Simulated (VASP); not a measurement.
A convergence study with VASP on BaF$_{2}$: one setting is varied, all else stays as given below, so the limit is that of these other settings.

```xyz
9
Lattice="4.3709 0.0000 0.0000 2.1855 3.7853 0.0000 0.0000 0.0000 22.9221" Properties=species:S:1:pos:R:3 pbc="T T T"
Ba     0.0000     0.0000     7.8922
Ba     2.1855     1.2618    11.4610
Ba     4.3709     2.5235    15.0299
F      4.3709     2.5235     7.0000
F      2.1855     1.2618     8.7844
F      0.0000     0.0000    10.5688
F      4.3709     2.5235    12.3532
F      2.1855     1.2618    14.1377
F      0.0000     0.0000    15.9221
```

These are PBE GGA, VASP's PBE PAW potentials (set 64) (plane waves; VASP) values and carry that method's errors. The tightest run used: 400 eV cut-off, 16×16×1 Γ-centred mesh, Fermi-Dirac smearing of 0.010 eV, potentials Ba_sv F.

```csv
setting,E (eV/atom),largest force (eV/Å),irreducible k-points
2×2×1 mesh,-5.6426,0.344,2
3×3×1 mesh,-5.6530,0.350,3
4×4×1 mesh,-5.6526,0.350,4
```

Question: These are the cheaper rows. Estimate the results at 16×16×1 mesh, and how far the last row shown lies from them.

Answer: 
| quantity | tightest run | last row shown is off by |
|---|---|---|
| E (eV/atom) | -5.6532 | 0.0006 |
| largest force (eV/Å) | 0.350 | 0.000 |

Left out are rungs that failed or repeat a setting and relaxations that didn't move; long series are thinned to 24 rows.

The cell is a sheet or thin cut with vacuum, built from a generated structure.
